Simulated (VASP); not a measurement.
The system is CoO.

```xyz
2
Lattice="0.0000 2.1315 2.1315 2.1315 0.0000 2.1315 2.1315 2.1315 0.0000" Properties=species:S:1:pos:R:3 pbc="T T T"
Co    0.0000    0.0000    0.0000
O     2.1315    2.1315    2.1315
```

```yaml
Program: VASP 6.6.1
Task: relaxation of cell and atoms
Functional: PBE
Potentials_or_basis: VASP PAW PBE potentials, release 64 (Co, O)
Cutoff: 520 eV
k_mesh: 12 × 12 × 12
Occupations: gaussian, width 0.02 eV
Spin: no spin polarisation
```

At the start: pressure -20.0 GPa; volume 9.68 Å³/atom.

**Question.** How do energy, volume and symmetry change on relaxing?

**Answer.** Over 6 steps the energy falls by 74.1 meV/atom and the volume is 8.61 Å³/atom (-11.0 %); space group Fm-3m (No. 225, to 0.05 Å).

Step by step:
```tsv
step	energy change (eV)	largest force (eV/Å)	pressure (GPa)	volume (Å³)
1	0.0000	0.0000	-19.95	19.37
2	-0.0979	0.0000	16.34	16.18
3	-0.1483	0.0000	-0.14	17.24
4	-0.1482	0.0000	0.41	17.20
5	-0.1483	0.0000	-0.28	17.25
6	-0.1483	0.0000	0.01	17.23
```

Final structure:
```yaml
crystal:
  lattice:
    - [0.00000, 2.04994, 2.04994]
    - [2.04994, 0.00000, 2.04994]
    - [2.04994, 2.04994, 0.00000]
  atoms:
    - { symbol: Co, position: [0.00000, 0.00000, 0.00000] }
    - { symbol: O, position: [0.50000, 0.50000, 0.50000] }
```

Caveat: the volume moved by -11 % from the deposited cell, more than functionals usually miss; an odd number of electrons without spin polarisation forces a metal; a magnetic or distorted state may lie lower; the run has no spin polarisation, though such a crystal can be magnetic.
